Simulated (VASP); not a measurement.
Here is the system:

```
CdZnSSe
1.0
    4.01076     0.00000     0.00000
   -2.00538     3.47342     0.00000
    0.00000     0.00000     6.72099
Zn Cd Se S
1 1 1 1
Direct
  0.33333   0.66667   0.98897
  0.00000   0.00000   0.51928
  0.33333   0.66667   0.35124
  0.00000   0.00000   0.89249
```

These are PBEsol GGA, VASP's PBE PAW potentials (set 64) (plane waves; VASP) values and carry that method's errors. Run with 400 eV cut-off, Gaussian smearing of 0.050 eV, potentials Zn Cd Se S.

Q: Give the energies of bands 8 to 21 at the high-symmetry points, in eV from the valence-band maximum.

A: 
```tsv
band	Γ	M	K	A	L	H
8	-6.90	-6.77	-6.73	-6.90	-6.77	-6.76
9	-6.90	-6.74	-6.64	-6.90	-6.75	-6.65
10	-6.57	-6.58	-6.64	-6.85	-6.61	-6.62
11	-6.56	-6.53	-6.57	-6.56	-6.54	-6.58
12	-6.56	-6.42	-6.33	-6.56	-6.42	-6.31
13	-5.47	-5.20	-4.91	-3.44	-5.43	-5.29
14	-1.55	-4.14	-4.07	-3.35	-4.63	-4.48
15	-1.55	-3.49	-4.04	-1.44	-2.45	-3.65
16	-0.66	-2.68	-2.76	-1.44	-2.11	-2.70
17	0.00	-2.04	-2.43	-0.16	-1.90	-1.82
18	0.00	-0.88	-2.13	-0.16	-1.21	-1.62
19	0.58	2.68	3.49	1.85	2.38	3.43
20	2.44	3.38	4.57	3.02	2.74	3.54
21	5.50	4.34	4.85	4.83	4.00	4.89
```

The gap is direct, 0.58 eV, from the valence maximum at Γ to the conduction minimum at Γ.

The structure comes from a computed database's ZnCdSeS entry (P3m1); how it stands against other phases isn't given here. It was relaxed first, which changed the volume by -6 %.
